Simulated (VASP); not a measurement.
Runs of VASP 6.6.1 on FeSi. It takes space group P2_13 (No. 198, cubic). The conventional cell has a = 4.551 Å, b = 4.551 Å, c = 4.551 Å, α = 90.00°, β = 90.00°, γ = 90.00°. Fe (site symmetry 3) is surrounded by 7 Si at 2.32 to 2.55 Å. Si (site symmetry 3) has 7 Fe at 2.32 to 2.55 Å as nearest neighbours. 

```csv
level,potentials or basis,gap on the mesh (eV)
TB-mBJ,"VASP PAW PBE potentials, release 64 (Fe, Si)",(a)
LDA,"VASP PAW LDA potentials, release 64 (Fe, Si)",0.10
r2SCAN,"VASP PAW PBE potentials, release 64 (Fe, Si)",0.30
PBEsol,"VASP PAW PBE potentials, release 64 (Fe, Si)",0.12
```

Alike in all rows: task band structure; no spin polarisation; cell as given; k mesh 6 × 6 × 6; cutoff (eV) 520; smearing fermi-dirac 0.01 eV.

Question: Estimate the missing entries.

Answer: (a) 0.35.

Runs at the PBE level aren't shown here.
